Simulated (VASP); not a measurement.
OSZICAR of a VASP run on AuZn (CsCl type):

### OSZICAR
```
       N       E                     dE             d eps       ncg     rms          rms(c)
DAV:   1     0.131908721993E+03    0.13191E+03   -0.11812E+04  1728   0.197E+03
DAV:   2     0.432601011521E+01   -0.12758E+03   -0.12356E+03  1792   0.346E+02
DAV:   3     0.246296981330E+00   -0.40797E+01   -0.40657E+01  2002   0.701E+01
DAV:   4     0.220298839767E+00   -0.25998E-01   -0.25997E-01  1967   0.494E+00
DAV:   5     0.220013822091E+00   -0.28502E-03   -0.28502E-03  2037   0.529E-01    0.845E+00
DAV:   6     0.667590238993E+00    0.44758E+00   -0.15757E+00  1743   0.148E+01    0.526E+00
DAV:   7     0.693107008612E+00    0.25517E-01   -0.37069E-02  2210   0.447E+00    0.281E+00
DAV:   8     0.701528399969E+00    0.84214E-02   -0.10511E-02  1897   0.123E+00    0.142E-01
DAV:   9     0.701505846162E+00   -0.22554E-04   -0.33757E-04  2047   0.282E-01    0.707E-02
DAV:  10     0.701487517106E+00   -0.18329E-04   -0.53737E-05  1999   0.123E-01    0.173E-02
DAV:  11     0.701487258889E+00   -0.25822E-06   -0.10849E-05  1883   0.835E-02    0.431E-03
DAV:  12     0.701487309350E+00    0.50461E-07   -0.23419E-07   973   0.140E-02
   1 F= 0.70148731E+00 E0= 0.70152546E+00  d E =0.701487E+00
       N       E                     dE             d eps       ncg     rms          rms(c)
DAV:   1     0.640094290363E+00   -0.61393E-01   -0.91509E-01  1701   0.179E+01    0.164E+00
DAV:   2     0.696413964445E+00    0.56320E-01   -0.18647E-01  1925   0.922E+00    0.590E-01
DAV:   3     0.699909526771E+00    0.34956E-02   -0.66690E-03  1800   0.874E-01    0.389E-01
DAV:   4     0.701059131482E+00    0.11496E-02   -0.83957E-04  2496   0.765E-01    0.883E-02
DAV:   5     0.701167674048E+00    0.10854E-03   -0.19818E-04  1829   0.176E-01    0.125E-02
DAV:   6     0.701166770385E+00   -0.90366E-06   -0.98649E-06  1806   0.351E-02
   2 F= 0.70116677E+00 E0= 0.70119771E+00  d E =-.320539E-03
       N       E                     dE             d eps       ncg     rms          rms(c)
DAV:   1     0.688834297711E+00   -0.12333E-01   -0.17453E-01  1708   0.768E+00    0.719E-01
DAV:   2     0.699779578148E+00    0.10945E-01   -0.37390E-02  1939   0.443E+00    0.246E-01
DAV:   3     0.700418708113E+00    0.63913E-03   -0.13454E-03  1708   0.391E-01    0.162E-01
DAV:   4     0.700615992568E+00    0.19728E-03   -0.11812E-04  2520   0.333E-01    0.567E-02
DAV:   5     0.700652579361E+00    0.36587E-04   -0.37297E-05  2053   0.774E-02    0.567E-03
DAV:   6     0.700652711742E+00    0.13238E-06   -0.34375E-06  1531   0.265E-02
   3 F= 0.70065271E+00 E0= 0.70068516E+00  d E =-.834598E-03
```

Problem. Which electronic solver shows in the log?

Solution. It is blocked Davidson (ALGO = Normal, or the opening steps of other solvers). The INCAR had ALGO = Normal.

Problem. Can the final energy be trusted as converged?

Solution. The run converged. It stopped with EDIFF = 1E-6, NELM = 100, NSW = 60 and EDIFFG = -0.01 after 3 ionic steps (optB86b-vdW, plane waves, VASP's PBE PAW potentials (set 64)).

The compound is AuZn in the CsCl type structure. This run relaxes it. Symmetry was kept, so distortions that lower it aren't found. The electron count is odd and the run is not spin-polarised, which forces a metal.
